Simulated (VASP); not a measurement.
Input:

```xyz
2
Lattice="0.0000 2.3480 2.3480 2.3480 0.0000 2.3480 2.3480 2.3480 0.0000" Properties=species:S:1:pos:R:3 pbc="T T T"
Cd     0.0000     0.0000     0.0000
O      2.3480     2.3480     2.3480
```

Computed with PBE GGA, VASP's PBE PAW potentials (set 64) (plane waves; VASP 6.6.1). Numerical set-up: 400 eV cut-off, 10×10×10 Γ-centred mesh, Gaussian smearing of 0.10 eV, potentials Cd O.

At this cut-off the stress carries a Pulay error, which pulls relaxed volumes low.

### Question
Estimate the energy per atom (σ→0), pressure, band gap (on the k-mesh) with the smallest direct gap where there is one.

### Answer

```json
{
  "band gap (on the k-mesh)": "none (metal, semimetal or under 0.01 eV)",
  "energy per atom (σ→0)": "-3854 meV/atom",
  "pressure": "3.25 GPa"
}
```

Only differences to runs with the same potentials and settings are physical.

The structure comes from a computed database's CdO entry; how it stands against other phases isn't given here. The cell was not relaxed at this level.
